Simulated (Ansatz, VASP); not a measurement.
**One calculation of Cd3SeS2, two programs**

```
CELL_PARAMETERS angstrom
6.63919 0.00000 0.00000
-3.31960 5.74971 0.00000
0.00000 0.00000 3.73804
ATOMIC_POSITIONS crystal
Cd 0.50000 0.00000 0.50000
Cd 0.00000 0.50000 0.50000
Cd 0.50000 0.50000 0.50000
Se 0.00000 0.00000 0.50000
S 0.33333 0.66667 0.00000
S 0.66667 0.33333 0.00000
```

Alike in both runs: functional PBE; k mesh 3 × 3 × 4; occupations gaussian, width 0.1 eV; no spin polarisation.

Ansatz relaxed the structure, and its values are those at the end. VASP's run is a single point on that final structure, the one shown.

|  | VASP | Ansatz |
| --- | --- | --- |
| version | VASP 6.6.1 | Ansatz 0.2.0 |
| potentials or method | VASP PAW PBE potentials, release 64 (Cd, Se, S) | scalar-relativistic, plane waves, PAW |
| plane-wave cutoff (eV) | 520 | 420 |
| valence electrons in the cell | 54 | 88 |

Ansatz gave:

```
gap on the k mesh at the Fermi level (eV) : none
pressure (GPa)                            : 0.2
```

Task: Estimate VASP's values.

Result: gap on the k mesh at the Fermi level (eV): none; pressure (GPa): 0.5.

A gap of «none» marks a metal or a gap that the smearing closes. With one functional, cell and mesh, what is left measures potentials, basis and numerics. The two sets of potentials don't hold the same shells in valence.

Caveats: the k mesh is coarse (spacing up to 0.42 Å⁻¹), so the values aren't converged.
